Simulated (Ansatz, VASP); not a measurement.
**SiNi in two plane-wave programs**

Wanted: the spread between two codes on one cell, functional and k mesh. The cell is taken from a series of runs on this material, whose earlier steps may have relaxed, scaled, displaced or heated it; both programs get it as it stands.

Program: Ansatz 0.2.0. Level of theory: plane waves, with VASP 6.6.1 beside it; relaxation of cell and atoms at PBE. Results are calculated unless marked as measured.

## (1) Set-up

Symmetry: Pnma, No. 62, orthorhombic system. The conventional cell has a = 5.205 Å, b = 3.335 Å, c = 5.633 Å, α = 90.00°, β = 90.00°, γ = 90.00°. Si has 6 Ni at 2.29 to 2.41 Å nearest. Nearest to Ni lie 6 Si at 2.29 to 2.41 Å. Farther neighbours are not listed.

## (2) Ansatz: relaxation of cell and atoms, PBE

Ansatz runs on its PAW soft_1 files.

The relaxed volume is the usual yardstick between codes: in a stiff, nearly cubic crystal its relative difference is about their pressure difference at one cell divided by the bulk modulus.

File input.yaml:

```yaml
crystal:
  lattice:
    - [5.2053778343, 0.0, 0.0]
    - [0.0, 3.3349875256, 0.0]
    - [0.0, 0.0, 5.6329109701]
  atoms:
    - { symbol: Si, position: [0.3204308678, 0.75, 0.0819138666] }
    - { symbol: Si, position: [0.1795691322, 0.25, 0.5819138666] }
    - { symbol: Si, position: [0.8204308678, 0.75, 0.4180861334] }
    - { symbol: Si, position: [0.6795691322, 0.25, 0.9180861334] }
    - { symbol: Ni, position: [0.0076139497, 0.25, 0.1883309531] }
    - { symbol: Ni, position: [0.4923860503, 0.75, 0.6883309531] }
    - { symbol: Ni, position: [0.5076139497, 0.25, 0.3116690469] }
    - { symbol: Ni, position: [0.9923860503, 0.75, 0.8116690469] }
kpoints:
  mp_grid: { grid: [6, 8, 6] }
hamiltonian:
  xc: pbe
  pseudopotentials: { kind: paw, azcp: { folder: soft_1 } }
scf:
  occupations: { method: methfessel_paxton, width: 0.2 }
output:
  forces: true
  stress: true
  eigenvalues: true
relax:
  adjacent_minimum: "off"
  f_tol: 0.001
  max_steps: 60
  cell: { stress_tol: 0.01 }
```

Started as:

```bash
ansatz run input.yaml --threads 16 --pin off --max-ram 92160MiB --backend cuda --events-out ev --progress --plain --runs-dir out --max-vram 78GiB
```

Numbers of over 12 decimals in the logs are rounded to 6 here.

Log:

```text
Engine: ansatz 0.2.0, aarch64-unknown-linux-gnu
Pseudopotentials: kind: paw
Pseudopotential: Si, paw, valence charge 4, recommended cutoff 420 eV (normal), soft_1/Si.paw.azcp
Pseudopotential: Ni, paw, valence charge 18, recommended cutoff 420 eV (normal), soft_1/Ni.paw.azcp
Functional definition: PBE
  parameter kappa = 0.804
  parameter beta = 0.066725
  exchange = pbe_x(kappa = kappa, mu = beta*pi^2/3)
  correlation = pbe_c(beta = beta)
[...]
Crystal: 8 atoms, lattice volume = 97.787 Å³
Basis set: ecut = 420 eV, 1913 PW (Γ), exchange–correlation on 72×48×80 points (8 copies of the dense FFT grid, shifted against one another)
Bands: 53, of which v1, the nominal top of the filled ones, is band 44 counted from 1 (43 counted from 0)
Symmetry: 8 space group operations
Space group: Pnma (ITA 62), of the structure as read, at distance tolerance 4.6e-5 Å
k-points: 80 of 288
Non-local potential: Si, projectors of the file, l = 0: 2, l = 1: 2, l = 2: 1
Non-local potential: Ni, projectors of the file, l = 0: 3, l = 1: 2, l = 2: 3, l = 3: 1
PAW form: soft (Blöchl's): semilocal exchange-correlation on the pseudo side does not see the compensation charge
PAW one-centre angular grid: Si, 110 points (default); XC on 64 Gauss nodes
PAW one-centre angular grid: Ni, 590 points (default); XC on 64 Gauss nodes
Initial density: superposition of atomic densities (chi_scale 0.1, normalization cell, long waves kept (reshape's long-wave potential 0.00 eV rms))
Initial wavefunctions: pseudopotential atomic-orbital guess
[...]
Functional: x = pbe(κ = 0.804, μ = 0.219515), c = pbe(β = 0.066725)
SCF iter   1: F=—  HF=-25907.973570 eV  |F-HF|=—  |Δ(HF+E_count)|=         —  Δρ=9.56e-2  dr2=9.46e0  ethr=3.10e-3  ⟨swp⟩=7.8  Hψ=16838  notcnv=0
preconditioner: auto → Kerker (q_TF=auto, 2.681 Å⁻¹)  [metal: Δε(μ)=0.035 eV  Ē_g=7.430 eV  σ=0.200 eV  W_gap=0.14  n_scr=38 (ndim 8)  ℏωp=28.1 eV  f_vac=0.000  D(μ)=1.12/eV (n_scr^D=4)]
SCF iter   2: F=—  HF=-25906.774258 eV  |F-HF|=—  |Δ(HF+E_count)|=    1.20e0  S|Δr|=    0.00e0  Δρ=3.56e-2  dr2=2.04e0  ethr=3.10e-3  ⟨swp⟩=2.2  Hψ=6699  notcnv=0  defer=80
[...]
SCF iter   9: F=-25906.171033 eV  HF=-25906.171033 eV  |F-HF|=1.19e-8  |Δ(HF+E_count)|=   2.00e-7  S|Δr|=    0.00e0  Δρ=4.96e-6  dr2=2.02e-8  ethr=1.14e-10  ⟨swp⟩=10.8  Hψ=24141  notcnv=0
SCF 1 converged in 9 iterations: F = -25906.171033 eV  dr2 = 2.02e-8
  greatest PAW one-centre occupation: 1.000 electrons in one spin orbital (limit 2), on the Ni atom at site 7 (counted from 0), in its partial waves of l = 1
relax step   1: F+E_penalty+E_count = -25906.17103324 eV  Δ(F+E_penalty+E_count) = +0.000e0 eV  max|allowed force component| = 5.218e-3 eV/Å  Δτ_max = 0.0000 Å  P = -0.017 GPa  Ω = 97.787 Å³  (9 SCF iters, dr2 threshold 1.00e-7 eV, accepted)
[...]
relax step   2: F+E_penalty+E_count = -25906.17105838 eV  Δ(F+E_penalty+E_count) = -2.515e-5 eV  max|allowed force component| = 2.952e-3 eV/Å  Δτ_max = 0.0005 Å  P = -0.006 GPa  Ω = 97.775 Å³  energy of the carried Pulay correction = +3.136e-6 eV  (4 SCF iters, dr2 threshold 9.80e-9 eV, accepted)
[...]
relax step   3: F+E_penalty+E_count = -25906.17106679 eV  Δ(F+E_penalty+E_count) = -8.411e-6 eV  max|allowed force component| = 4.892e-4 eV/Å  Δτ_max = 0.0004 Å  P = +0.001 GPa  Ω = 97.768 Å³  energy of the carried Pulay correction = +5.271e-6 eV  (5 SCF iters, dr2 threshold 1.36e-9 eV, accepted)
[...]
relax step   4: F+E_penalty+E_count = -25906.17105809 eV  Δ(F+E_penalty+E_count) = +8.704e-6 eV  max|allowed force component| = 4.919e-4 eV/Å  Δτ_max = 0.0000 Å  P = +0.001 GPa  Ω = 97.768 Å³  stress off target by 5.59e-3 GPa  SCF on the basis re-selected at this cell (its energy is not comparable with the rows above)  (6 SCF iters)
[...]
SCF converged after 6 iterations
[...]
Free energy (F): -25906.171058 eV
Harris-Foulkes:  -25906.171058 eV  (|F-HF|=7.28e-12)
Internal energy: -25906.178773 eV  (E = F + TS)
E sigma→0 (E₀):  -25906.172987 eV
Entropy (-TS):   0.007715 eV (0.964 meV/atom)
Fermi energy:    14.417902 eV
--- Per-component energies (eV) ---
  E_band       = -1325.613822
  E_kinetic    = 1540.177723
  E_local      = -15084.691624  (includes V_loc(G=0)·N_el)
  E_nonlocal   = -392.134421
  E_hartree    = 7895.466216
  E_xc         = -686.146221
  E_vxc        = -785.622503  (∫ρ·V_xc dr)
  E_paw        = -8667.897699  (= ΣΔE_a)
  E_vpaw       = -2394.279450  (= ΣTr[D̂ρ^β])
  E_aug_tail   = 0.003920  (compensation charges beyond the density's cutoff)
  E_ewald      = -10510.956667
  E_smearing   = 0.007715  (= −TS)
  E_closure    = -0.000000  (closes the sum)
  Σ components = -25906.171058   (vs F -25906.171058, Δ=0.00e0)
--- Forces (eV/Å), atoms counted from 1 ---
  atom   1  Si    -0.00020480     0.00000000     0.00046466
  atom   2  Si     0.00020480    -0.00000000     0.00046466
  atom   3  Si    -0.00020480     0.00000000    -0.00046466
  atom   4  Si     0.00020480    -0.00000000    -0.00046466
  atom   5  Ni     0.00049190     0.00000000     0.00042735
  atom   6  Ni    -0.00049190     0.00000000     0.00042735
  atom   7  Ni     0.00049190    -0.00000000    -0.00042735
  atom   8  Ni    -0.00049190    -0.00000000    -0.00042735
  max |Σ_I F_I| component: 6.94e-18 eV/Å
--- Stress (GPa, compression-positive) ---
       -0.002051      -0.000000       0.000000
       -0.000000      -0.001444      -0.000000
        0.000000      -0.000000       0.005588
  P = ⅓ Tr σ = 0.0007 GPa (0.007 kbar)
--- Band table (eV; the first three rows and the last of 80) ---
  k-point 0: bands = [... 40 lower, 12.5562, 13.2636, 13.4421, 13.5179, 14.9633, 15.6147, 17.8536, 18.4759, ... 5 higher]
  k-point 1: bands = [... 40 lower, 12.7501, 13.1383, 13.4390, 13.8919, 15.1585, 15.9586, 17.3525, 18.3517, ... 5 higher]
  k-point 2: bands = [... 40 lower, 12.8533, 12.9712, 13.5945, 14.6367, 15.0825, 16.4628, 16.7732, 17.7147, ... 5 higher]
  k-point 79: bands = [... 40 lower, 12.6020, 12.6020, 12.6020, 12.6020, 16.9328, 16.9328, 16.9328, 16.9328, ... 5 higher]
--- Relaxed structure (3 steps of the walk, 3 accepted, 1 SCFs on fresh bases) ---
  F+E_penalty+E_count = -25906.17105809 eV   max|allowed force component| = 4.919e-4 eV/Å   (the final SCF, on the basis selected at the relaxed cell)
  cell:  # Å, volume = 97.7679 Å³
    - [5.204252, 0, 2.2038290751583394e-19]
    - [0, 3.336893, 0]
    - [2.384836100058841e-19, 0, 5.629833]
  atoms:
    - { symbol: Si, position: [0.320482, 0.75, 0.082057] }
    - { symbol: Si, position: [0.179518, 0.250000, 0.582057] }
    - { symbol: Si, position: [0.820482, 0.75, 0.417943] }
    - { symbol: Si, position: [0.679518, 0.250000, 0.917943] }
    - { symbol: Ni, position: [0.00775091, 0.250000, 0.188255] }
    - { symbol: Ni, position: [0.492249, 0.75, 0.688255] }
    - { symbol: Ni, position: [0.507751, 0.250000, 0.311745] }
    - { symbol: Ni, position: [0.992249, 0.75, 0.811745] }
```

Reading the cycles: dr2 is the Hartree energy of the density residual (eV), the measure of convergence; HF is the Harris–Foulkes estimate of the energy, which meets the free energy F at convergence.

## (3) VASP: relaxation of cell and atoms, PBE

The same cell, functional, mesh and smearing now go to VASP, with its own data sets.

Lines of VASP's logs that name or quote its potential files are left out, and so is its time.

File INCAR:

```
SYSTEM = SiNi
PREC = Accurate
ENCUT = 600
EDIFF = 1E-07
NELM = 120
ISMEAR = 1
SIGMA = 0.2
LREAL = .FALSE.
ALGO = Normal
GGA = PE
NBANDS = 36
LASPH = .TRUE.
LORBIT = 11
LWAVE = .FALSE.
LCHARG = .FALSE.
ISIF = 3
IBRION = 2
NSW = 80
EDIFFG = -0.005
GGA_COMPAT = .FALSE.
NELMIN = 4
KPAR = 2
```

File POSCAR:

```
SiNi
1.0
    5.2053780000      0.0000000000      0.0000000000
    0.0000000000      3.3349880000      0.0000000000
    0.0000000000      0.0000000000      5.6329110000
Si Ni
4 4
Direct
    0.3204309082      0.7500000000      0.0819139518
    0.1795690918      0.2500000000      0.5819138630
    0.8204309082      0.7500000000      0.4180861370
    0.6795690918      0.2500000000      0.9180860482
    0.0076138563      0.2500000000      0.1883308648
    0.4923859516      0.7500000000      0.6883309536
    0.5076138563      0.2500000000      0.3116690464
    0.9923859516      0.7500000000      0.8116689577
```

File KPOINTS:

```
Automatic mesh
0
Gamma
6 8 6
0 0 0
```

Potentials, in the order of the species: Si and Ni (PBE family, release 64).

Started as:

```bash
mpirun -np 2 vasp_std
```

Log:

```text
[banner, memory and clock lines left out]
running    2 mpi-ranks, on    1 nodes
 distrk:  each k-point on    1 cores,    2 groups
 distr:  one band on    1 cores,    1 groups

 POSCAR found type information on POSCAR SiNi
 POSCAR found :  2 types and       8 ions
 LDA part: xc-table for (Slater+PW92), standard interpolation
 POSCAR, INCAR and KPOINTS ok, starting setup
 FFT: planning ... GRIDC
 FFT: planning ... GRID_SOFT
 FFT: planning ... GRID
 WAVECAR not read
 entering main loop
       N       E                     dE             d eps       ncg     rms          rms(c)
DAV:   1     0.389037671270E+03    0.38904E+03   -0.26900E+04  5760   0.203E+03
DAV:   2    -0.206848126218E+02   -0.40972E+03   -0.39671E+03  5760   0.401E+02
DAV:   3    -0.532942933806E+02   -0.32609E+02   -0.31469E+02  6284   0.134E+02
DAV:   4    -0.545780192511E+02   -0.12837E+01   -0.12706E+01  7036   0.238E+01
DAV:   5    -0.546224243639E+02   -0.44405E-01   -0.44355E-01  7084   0.428E+00    0.279E+01
DAV:   6    -0.644537689734E+02   -0.98313E+01   -0.15995E+02  6804   0.181E+02    0.375E+01
DAV:   7    -0.475144680460E+02    0.16939E+02   -0.47707E+01  6744   0.112E+02    0.637E+00
DAV:   8    -0.477156474888E+02   -0.20118E+00   -0.77531E+00  8500   0.214E+01    0.392E+00
DAV:   9    -0.475961157165E+02    0.11953E+00   -0.65715E-01  7004   0.107E+01    0.785E-01
DAV:  10    -0.475951824718E+02    0.93324E-03   -0.26456E-02  6816   0.168E+00    0.476E-01
DAV:  11    -0.475938633234E+02    0.13191E-02   -0.49812E-03  8412   0.878E-01    0.125E-01
DAV:  12    -0.475938347016E+02    0.28622E-04   -0.31926E-04  6452   0.127E-01    0.734E-02
DAV:  13    -0.475937810502E+02    0.53651E-04   -0.10695E-04  8892   0.118E-01    0.213E-02
DAV:  14    -0.475937822563E+02   -0.12061E-05   -0.19810E-05  6472   0.248E-02    0.531E-03
DAV:  15    -0.475937819097E+02    0.34659E-06   -0.57711E-07  6352   0.660E-03    0.375E-03
DAV:  16    -0.475937822712E+02   -0.36146E-06   -0.11727E-07  3368   0.369E-03    0.106E-03
DAV:  17    -0.475937824334E+02   -0.16223E-06   -0.14153E-07  3528   0.181E-03    0.725E-04
DAV:  18    -0.475937823930E+02    0.40444E-07   -0.15841E-08  3160   0.110E-03
   1 F= -.47593782E+02 E0= -.47596496E+02  d E =-.475938E+02
[...]
2 F= -.47593822E+02 E0= -.47596534E+02  d E =-.400826E-04
[...]
3 F= -.47593833E+02 E0= -.47596544E+02  d E =-.510026E-04
 curvature:  -0.93 expect dE=-0.250E-04 dE for cont linesearch -0.178E-07
 trial: gam= 0.39930 g(F)=  0.390E-05 g(S)=  0.229E-04 ort =-0.115E-05 (trialstep = 0.117E+01)
 search vector abs. value=  0.371E-04
 bond charge predicted
       N       E                     dE             d eps       ncg     rms          rms(c)
DAV:   1    -0.475942501428E+02   -0.41673E-03   -0.92484E-03  6816   0.936E-01    0.190E-01
DAV:   2    -0.475947385061E+02   -0.48836E-03   -0.79753E-03  6404   0.133E+00    0.241E-01
DAV:   3    -0.475938517746E+02    0.88673E-03   -0.31468E-03  6324   0.885E-01    0.294E-02
DAV:   4    -0.475938522280E+02   -0.45345E-06   -0.15415E-04  5964   0.636E-02    0.188E-02
DAV:   5    -0.475938469368E+02    0.52913E-05   -0.11330E-05  7564   0.463E-02    0.662E-03
DAV:   6    -0.475938466721E+02    0.26463E-06   -0.24891E-06  8820   0.116E-02    0.156E-03
DAV:   7    -0.475938466249E+02    0.47217E-07   -0.16152E-07  3776   0.338E-03
   4 F= -.47593847E+02 E0= -.47596554E+02  d E =-.132294E-04
 trial-energy change:   -0.000013  1 .order   -0.000009   -0.000031    0.000013
 step:   0.9384(harm=  0.8319)  dis= 0.00042  next Energy=   -47.593848 (dE=-0.145E-04)
 reached required accuracy - stopping structural energy minimisation
```

Parts of OUTCAR (step 3):

```text
ion  position               nearest neighbor table
   1  0.320  0.750  0.082-   8 2.29   7 2.32   7 2.32   6 2.39   5 2.41   5 2.41   4 2.67   4 2.67

  LATTYP: Found a simple orthorhombic cell.
 ALAT       =     3.3349880000
 B/A-ratio  =     1.5608385997
 C/A-ratio  =     1.6890348631

 Subroutine GETGRP returns: Found  8 space group operations
 (whereof  2 operations were pure point group operations)

The static configuration has the point symmetry S_2 .
 The point group associated with its full space group is D_2h.

 Found     80 irreducible k-points:

   k-points           NKPTS =     80   k-points in BZ     NKDIM =     80   number of bands    NBANDS=     36

   dimension x,y,z NGX =    42 NGY =   28 NGZ =   48
   dimension x,y,z NGXF=    84 NGYF=   56 NGZF=   96

   ENCUT  =  600.0 eV  44.10 Ry    6.64 a.u.  10.40  6.66 11.25*2*pi/ulx,y,z

   NELECT =      56.0000    total number of electrons

 k-points in reciprocal lattice and weights: Automatic mesh
   0.00000000  0.00000000  0.00000000       0.003
   0.16666667  0.00000000  0.00000000       0.007
   0.33333333  0.00000000  0.00000000       0.007
   0.50000000  0.00000000  0.00000000       0.003
   0.00000000  0.12500000  0.00000000       0.007
   0.16666667  0.12500000  0.00000000       0.014
   0.33333333  0.12500000  0.00000000       0.014
   0.50000000  0.12500000  0.00000000       0.007
   0.00000000  0.25000000  0.00000000       0.007
[...]
0.33333333  0.50000000  0.50000000       0.007
   0.50000000  0.50000000  0.50000000       0.003

 average (electrostatic) potential at core
       1 -79.4963       2 -79.4963       3 -79.4963       4 -79.4963       5 -81.7710
       6 -81.7710       7 -81.7710       8 -81.7710

 E-fermi :  10.2756

 k-point     1 :       0.0000    0.0000    0.0000
  band No.  band energies     occupation
    ...
     24       8.3617      2.00000
     25       8.4293      2.00000
     26       9.1178      2.00000
     27       9.2939      2.00000
     28       9.4291      2.00000
     29      10.8238     -0.00074
     30      11.4551     -0.00000
     31      13.7291     -0.00000
     32      14.3778      0.00000
     33      14.5324      0.00000
    ...

 k-point     2 :       0.1667    0.0000    0.0000
  band No.  band energies     occupation
    ...
     24       8.3729      2.00000
     25       8.3853      2.00000
     26       8.9338      2.00000
     27       9.3884      2.00000
     28       9.7831      2.00273
     29      11.5744     -0.00000
     30      11.7721     -0.00000
     31      13.4445     -0.00000
     32      14.4670      0.00000
     33      14.5242      0.00000
    ...

 k-point     3 :       0.3333    0.0000    0.0000
  band No.  band energies     occupation
    ...
     23       8.2921      2.00000
     24       8.3647      2.00000
     25       8.3668      2.00000
     26       8.6395      2.00000
     27       9.9696      2.05261
     28      10.5697     -0.05787
     29      12.2256     -0.00000
     30      12.6022     -0.00000
     31      13.1304     -0.00000
     32      13.8514     -0.00000
    ...

  Total        0.0201705      0.0269929      0.0145128      0.0000000      0.0000000      0.0000000
  in kB        0.3305924      0.4424096      0.2378625      0.0000000      0.0000000      0.0000000
  external PRESSURE =       0.3369548 kB  Pullay stress =       0.0000000 kB

  energy-cutoff  :      600.00
  volume of cell :       97.75
      direct lattice vectors                 reciprocal lattice vectors
     5.206140228  0.000000000  0.000000000     0.192080881  0.000000000  0.000000000
     0.000000000  3.333686536  0.000000000     0.000000000  0.299968215  0.000000000
     0.000000000  0.000000000  5.632411418     0.000000000  0.000000000  0.177543849

 POSITION                                       TOTAL-FORCE (eV/Angst)
 -----------------------------------------------------------------------------------
      1.66825      2.50026      0.46140         0.002481      0.000000     -0.001445
      0.93482      0.83342      3.27760        -0.002481     -0.000000     -0.001445
      4.27132      2.50026      2.35481         0.002481      0.000000      0.001445
      3.53789      0.83342      5.17102        -0.002481     -0.000000      0.001445
      0.04169      0.83342      1.06012        -0.000739      0.000000     -0.000025
      2.56138      2.50026      3.87632         0.000739     -0.000000     -0.000025
      2.64476      0.83342      1.75609        -0.000739     -0.000000      0.000025
      5.16445      2.50026      4.57229         0.000739     -0.000000      0.000025
 -----------------------------------------------------------------------------------
    total drift:                                0.000107      0.000000      0.000101

  FREE ENERGIE OF THE ION-ELECTRON SYSTEM (eV)
  ---------------------------------------------------
  free  energy   TOTEN  =       -47.5938466249 eV

  energy  without entropy=      -47.6019676403  energy(sigma->0) =      -47.59655363

 reached required accuracy - stopping structural energy minimisation

 total charge
# of ion       s       p       d       tot
------------------------------------------
    1        0.761   0.848   0.000   1.609
    2        0.761   0.848   0.000   1.609
    3        0.761   0.848   0.000   1.609
    4        0.761   0.848   0.000   1.609
    5        0.494   0.628   8.442   9.564
    6        0.494   0.628   8.442   9.564
    7        0.494   0.628   8.442   9.564
    8        0.494   0.628   8.442   9.564
--------------------------------------------------
tot          5.022   5.904  33.767  44.693

[... 3 further parts left out ...]
```

This run has no spin polarisation, so a moment on Ni, if there is one, isn't seen. The run keeps the 8 symmetry operations of its start, so it cannot find a distortion of lower symmetry.

## (4) Side by side

Known differences besides the potentials themselves: the data sets hold 88 valence electrons in Ansatz (on its PAW soft_1 files) and 56 in VASP; the cutoff is 420 eV in Ansatz and 600 eV in VASP; Ansatz adds a Pulay correction to the stress that steers its cell, VASP none. Total energies have different zeros and are not compared.

Compared:

| quantity | Ansatz | VASP | difference |
| --- | --- | --- | --- |
| volume (Å³) | 97.77 | 97.75 | +0.01 % |
| edge a after relaxation, in the typed setting (Å) | 5.204 | 5.206 | -0.03 % |
| edge b after relaxation, in the typed setting (Å) | 3.337 | 3.334 | +0.10 % |
| edge c after relaxation, in the typed setting (Å) | 5.630 | 5.632 | -0.05 % |

## (5) Summary of results

```
difference in edge b after relaxation, in the typed setting (relaxation of cell and atoms, PBE) : 0.096 %
```

**Reading.** The difference in edge b after relaxation, in the typed setting is 0.096 % (relaxation of cell and atoms, PBE), within the 1.2 % picked in this series as the mark of a large difference, as far as the stopping tolerances let one tell. The data sets hold unlike numbers of valence electrons (88 in Ansatz and 56 in VASP), so part of the differences comes from the potentials. Such differences can come from data sets, numerical settings and the points named under the comparisons, not from the functional's error against experiment.

[Lines on the potential files, build, host, timing and source positions are cut from VASP's logs without a mark.]

[Logs are printed without paths, hosts, clocks, repeated set-up lines and the standing remarks that a program may print on its own settings, such as how far it seeks lower states.]

[Hosts, paths, dates, database ids (printed as entryN), source tags and the programs' standing remarks are cut or masked in the printed files.]
